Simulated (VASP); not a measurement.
Given:

```
Mg
1.0
    1.60500    -2.77994     0.00000
    1.60500     2.77994     0.00000
    0.00000     0.00000     5.21000
Mg
2
Direct
  0.33333   0.66667   0.25000
  0.66667   0.33333   0.75000
```

The numbers are results of MS2 meta-GGA, VASP's PBE PAW potentials (set 64) (plane waves; VASP 6.6.1), not measurements. Settings: 520 eV cut-off, 12×12×7 Γ-centred mesh, first-order Methfessel-Paxton smearing of 0.10 eV, potentials Mg.

Energy and stress use the plane-wave basis of the starting cell.

Q: The ions, cell shape and volume are relaxed. Give the cell that the relaxation ends in.

A: 
```
Mg
1.0
    1.59217    -2.75772     0.00000
    1.59217     2.75772     0.00000
    0.00000     0.00000     5.10949
Mg
2
Direct
  0.33333   0.66667   0.25000
  0.66667   0.33333   0.75000
```
Space group P6_3/mmc (194), at a tolerance of 0.03 Å.

Q: How do energy and volume change from the first to the last step?

A: The energy (σ→0) changes by -3.7 meV/atom and the volume by -3.5 %, in 6 ionic steps.

The compound is Mg in the hcp structure. This run relaxes it. Symmetry was kept, so distortions that lower it aren't found.
